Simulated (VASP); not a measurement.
An input for Ansatz (written as the equivalent of a VASP run, and not itself run):

Ansatz 0.2 input:
```yaml
crystal:
  lattice:
    - [0.0000000, 2.7336000, 2.7336000]
    - [2.7336000, 0.0000000, 2.7336000]
    - [2.7336000, 2.7336000, 0.0000000]
  atoms:
    - { symbol: Co, position: [0.0000000, 0.0000000, 0.0000000] }
    - { symbol: Si, position: [0.2500000, 0.2500000, 0.2500000] }
    - { symbol: Si, position: [0.7500000, 0.7500000, 0.7500000] }
kpoints:
  mp_grid: { grid: [7, 7, 7] }
hamiltonian:
  xc: pbe
  pseudopotentials: { kind: paw }
scf:
  occupations: { method: methfessel_paxton, width: 0.1 }
  max_iter: 100
relax:
  max_steps: 40
  f_tol: 0.01
  cell: {}
output: { forces: true, stress: true, eigenvalues: true }
```

Task: Write the VASP files for the same calculation (PBE).

Result: One answer among several that fit: 
### POSCAR
```
CoSi2
1
    0.0000000000     2.7336000000     2.7336000000
    2.7336000000     0.0000000000     2.7336000000
    2.7336000000     2.7336000000     0.0000000000
Co Si
1 2
Direct
  0.0000000000   0.0000000000   0.0000000000
  0.2500000000   0.2500000000   0.2500000000
  0.7500000000   0.7500000000   0.7500000000
```

### KPOINTS
```
kpoints
0
G
  7 7 7
0 0 0
```

### INCAR
```
LCHARG = .FALSE.
SIGMA = 0.1   # width (eV)
LREAL = .FALSE.   # projection in real space or not
LWAVE = .FALSE.
LMAXMIX = 4
NSW = 40   # most ionic steps
EDIFF = 1E-6
IBRION = 2
ISMEAR = 1
ENCUT = 400
EDIFFG = -0.01   # ionic stop
NELM = 100
SYSTEM = CoSi2
ISIF = 3   # ions, shape and volume
PREC = Accurate
GGA = PE   # PBE
ALGO = Normal   # blocked Davidson
LASPH = .TRUE.   # aspherical one-centre terms
```

POTCAR, in this order: Co Si (PBE.64 set). Program: vasp_std.

What does not carry over: each code has its own PAW files, so the cut-off isn't converted (ENCUT is set for VASP's; basis.ecutwfc is left out, and Ansatz then takes the one that its files recommend); Ansatz stops its SCF on the density residual and VASP on the energy change (EDIFF).

The compound is CoSi2 in the fluorite structure. This run relaxes it. Symmetry was kept, so distortions that lower it aren't found.
